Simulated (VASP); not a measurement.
An input for Quantum ESPRESSO's pw.x (written as the equivalent of a VASP run, and not itself run):

```
&CONTROL
  calculation = 'vc-relax'
  pseudo_dir = './pseudo'
  outdir = './out'
  tprnfor = .true.
  tstress = .true.
  nstep = 40
  forc_conv_thr = 0.00078
/
&SYSTEM
  ibrav = 0
  nat = 2
  ntyp = 2
  ecutwfc = 84
  occupations = 'smearing'
  smearing = 'methfessel-paxton'
  degauss = 0.00735
  input_dft = 'pz'
/
&ELECTRONS
  conv_thr = 7.3e-08
  electron_maxstep = 100
/
&IONS
/
&CELL
/
ATOMIC_SPECIES
  In 114.818 In.upf
  Sb 121.760 Sb.upf
CELL_PARAMETERS angstrom
     0.0000000    3.2258089    3.2258089
     3.2258089    0.0000000    3.2258089
     3.2258089    3.2258089    0.0000000
ATOMIC_POSITIONS crystal
  In   0.0000000  0.0000000  0.0000000
  Sb   0.2500000  0.2500000  0.2500000
K_POINTS automatic
  10 10 10 0 0 0
```

Question: Write the VASP files for the same calculation (LDA).

Answer: Several could match; the one computed here: 
POSCAR:
```
InSb
1
    0.0000000000     3.2258089359     3.2258089359
    3.2258089359     0.0000000000     3.2258089359
    3.2258089359     3.2258089359     0.0000000000
In Sb
1 1
Direct
  0.0000000000   0.0000000000   0.0000000000
  0.2500000000   0.2500000000   0.2500000000
```

**INCAR**
```
! general
SYSTEM   =  InSb
PREC     =  Accurate
ENCUT    =  500
LREAL    =  F
LASPH    =  T

! electronic loop
EDIFF    =  1E-6
NELM     =  100
ALGO     =  Normal
LMAXMIX  =  4

! smearing
ISMEAR   =  1
SIGMA    =  0.1

! ions
IBRION   =  2
NSW      =  40
ISIF     =  3
EDIFFG   =  -0.02

! output
LWAVE    =  F
LCHARG   =  F
```

**KPOINTS**
```
Automatic
0
Gamma
  10 10 10
```

POTCAR, in this order: In_d Sb (LDA.64 set). Program: vasp_std.

The two are equivalent in intent, not identical: the potentials are each code's own (VASP's PAW set, PseudoDojo norm-conserving files in pw.x), so ENCUT and ecutwfc are chosen apart and not converted; conv_thr bounds pw.x's estimated SCF error, while EDIFF bounds the energy change between steps; forc_conv_thr acts on force components and is met together with etot_conv_thr.

The compound is InSb in the zinc blende structure. It was relaxed first.
